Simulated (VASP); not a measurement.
OSZICAR of a VASP run on K (bcc):

File OSZICAR:
```
       N       E                     dE             d eps       ncg     rms          rms(c)
DAV:   1     0.471287432507E+02    0.47129E+02   -0.35788E+03   752   0.835E+02
DAV:   2     0.617598892068E+00   -0.46511E+02   -0.46339E+02   752   0.213E+02
DAV:   3    -0.876909905042E+00   -0.14945E+01   -0.14900E+01  1192   0.359E+01
DAV:   4    -0.928269980727E+00   -0.51360E-01   -0.51388E-01  1184   0.448E+00
DAV:   5    -0.928619901049E+00   -0.34992E-03   -0.34991E-03  1224   0.327E-01    0.137E+00
DAV:   6    -0.932045878111E+00   -0.34260E-02   -0.13754E-03  1144   0.335E-01    0.817E-01
DAV:   7    -0.934507224444E+00   -0.24613E-02   -0.30255E-03  1008   0.566E-01    0.562E-02
DAV:   8    -0.934647418602E+00   -0.14019E-03   -0.13279E-04  1304   0.141E-01    0.723E-03
DAV:   9    -0.934650490509E+00   -0.30719E-05   -0.42859E-06  1072   0.213E-02    0.246E-03
DAV:  10    -0.934650279374E+00    0.21114E-06   -0.30279E-07  1320   0.602E-03    0.559E-04
DAV:  11    -0.934650299417E+00   -0.20044E-07   -0.42858E-08   984   0.147E-03
   1 F= -.93465030E+00 E0= -.93431391E+00  d E =-.100917E-02
```

### Question
Which electronic solver shows in the log?

### Answer
It is blocked Davidson (ALGO = Normal, or the opening steps of other solvers). The INCAR had ALGO = Normal.

### Question
Can the final energy be trusted as converged?

### Answer
The run converged. It stopped with EDIFF = 1E-7, NELM = 100 (RPBE GGA, plane waves, VASP's PBE PAW potentials (set 64)).

The compound is K in the bcc structure. This cell is one point of a volume scan, at 1.06 of the reference volume.
